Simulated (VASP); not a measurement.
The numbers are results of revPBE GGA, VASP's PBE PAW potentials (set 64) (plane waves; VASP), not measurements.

VASP input:

### POSCAR
```
ZnS
1.0
  1.9413152833  -3.3624566597   0.0000000000
  1.9413152833   3.3624566597   0.0000000000
  0.0000000000   0.0000000000   6.3592382264
Zn S
2 2
Cartesian
  1.9413152833  -1.1208211282   3.1803738098
  1.9413152833   1.1208211282   0.0007546966
  1.9413152833  -1.1208211282   5.5635787515
  1.9413152833   1.1208211282   2.3839596383
```

KPOINTS:
```
Automatic
0
Gamma
6 6 3
```

**INCAR**
```
SYSTEM=ZnS
PREC=Accurate; ENCUT=520; LREAL=.FALSE.
LASPH=.TRUE.
EDIFF=1E-6; NELM=100; ALGO=Normal
LMAXMIX=4
ISMEAR=0; SIGMA=0.05
GGA=RE
IBRION=2; NSW=60; ISIF=3
EDIFFG=-0.02
LWAVE=.FALSE.; LCHARG=.FALSE.
```

POTCAR, in this order: Zn S (PBE.64 set). Program: vasp_std.

The resulting files:

### OSZICAR
```
       N       E                     dE             d eps       ncg     rms          rms(c)
DAV:   1     0.238772577840E+03    0.23877E+03   -0.17516E+04   616   0.193E+03
DAV:   2     0.847614410587E+01   -0.23030E+03   -0.22301E+03   664   0.378E+02
DAV:   3    -0.129185793042E+02   -0.21395E+02   -0.21307E+02   742   0.117E+02
DAV:   4    -0.133824591156E+02   -0.46388E+00   -0.46358E+00   726   0.181E+01
DAV:   5    -0.133913307991E+02   -0.88717E-02   -0.88712E-02   766   0.240E+00    0.974E+00
DAV:   6    -0.125312799192E+02    0.86005E+00   -0.19020E+00   976   0.406E+01    0.762E+00
DAV:   7    -0.125682993149E+02   -0.37019E-01   -0.18919E+00   688   0.782E+00    0.331E+00
DAV:   8    -0.125542454959E+02    0.14054E-01   -0.14381E-01   824   0.527E+00    0.106E+00
DAV:   9    -0.125560271767E+02   -0.17817E-02   -0.21915E-02   814   0.298E+00    0.292E-01
DAV:  10    -0.125563051788E+02   -0.27800E-03   -0.21431E-03   712   0.523E-01    0.179E-01
DAV:  11    -0.125566750775E+02   -0.36990E-03   -0.31114E-04   724   0.117E-01    0.707E-02
DAV:  12    -0.125568952712E+02   -0.22019E-03   -0.38375E-04   676   0.140E-01    0.261E-02
DAV:  13    -0.125568972529E+02   -0.19817E-05   -0.91584E-06   798   0.422E-02    0.122E-02
DAV:  14    -0.125569023171E+02   -0.50642E-05   -0.12868E-05   706   0.200E-02    0.331E-03
DAV:  15    -0.125569019430E+02    0.37412E-06   -0.47182E-07   548   0.111E-02
   1 F= -.12556902E+02 E0= -.12556902E+02  d E =-.125569E+02
```

### OUTCAR
```
------------------------ aborting loop because EDIFF is reached ----------------------------------------
  FORCE on cell =-STRESS in cart. coord.  units (eV):
  Direction    XX          YY          ZZ          XY          YZ          ZX
  --------------------------------------------------------------------------------------
  Total        0.0294903      0.0294903      0.0546677      0.0000000     -0.0000000      0.0000000
  in kB        0.5691174      0.5691174      1.0550018      0.0000000     -0.0000000      0.0000000
  external PRESSURE =       0.7310789 kB  Pullay stress =       0.0000000 kB
  volume of cell :       83.02
      direct lattice vectors                 reciprocal lattice vectors
     1.941315283 -3.362456660  0.000000000     0.257557340 -0.148700801  0.000000000
     1.941315283  3.362456660  0.000000000     0.257557340  0.148700801  0.000000000
     0.000000000  0.000000000  6.359238226     0.000000000  0.000000000  0.157251539
  FREE ENERGIE OF THE ION-ELECTRON SYSTEM (eV)
  ---------------------------------------------------
  free  energy   TOTEN  =       -12.5569019430 eV

  energy  without entropy=      -12.5569019429  energy(sigma->0) =      -12.55690194

 reached required accuracy - stopping structural energy minimisation
```
(Selected blocks of OUTCAR.)

The compound is ZnS in the wurtzite structure, the high-temperature form. It was relaxed first. The start is the result of an earlier pass.
